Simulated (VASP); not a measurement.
```xyz
3
Lattice="0.0000 3.0149 3.0149 3.0149 0.0000 3.0149 3.0149 3.0149 0.0000" Properties=species:S:1:pos:R:3 pbc="T T T"
Al     1.5075     1.5075     1.5075
Al     4.5224     4.5224     4.5224
Au     0.0000     0.0000     0.0000
```

Computed with LDA (Ceperley-Alder, Perdew-Zunger), VASP's LDA PAW potentials (set 64) (plane waves; VASP 6.6.1). Numerical set-up: 300 eV cut-off, 10×10×10 Γ-centred mesh, Gaussian smearing of 0.14 eV, potentials Al Au.

At this cut-off the stress carries a Pulay error, which pulls relaxed volumes low. Energy and stress use the plane-wave basis of the starting cell.

Task: The ions, cell shape and volume are relaxed. Which structure does the run end with?

Result: 
```xyz
3
Lattice="0.0000 2.9784 2.9784 2.9784 0.0000 2.9784 2.9784 2.9784 0.0000" Properties=species:S:1:pos:R:3 pbc="T T T"
Al     1.4892     1.4892     1.4892
Al     4.4676     4.4676     4.4676
Au     0.0000     0.0000     0.0000
```
Space group Fm-3m (225), at a tolerance of 0.03 Å.

Task: How do energy and volume change from the first to the last step?

Result: The energy (σ→0) changes by -8.6 meV/atom and the volume by -3.6 %, in 3 ionic steps.

The structure comes from a computed database's Al2Au entry; how it stands against other phases isn't given here. This run relaxes it. Symmetry was kept, so distortions that lower it aren't found. The run is one of a series of settings (EDIFFG = -0.01, GGA removed, IBRION = 2, ISIF = 3, NSW = 50, POTCAR Al Au (LDA.64 set) against the base run), some of them coarse on purpose. The electron count is odd and the run is not spin-polarised, which forces a metal.
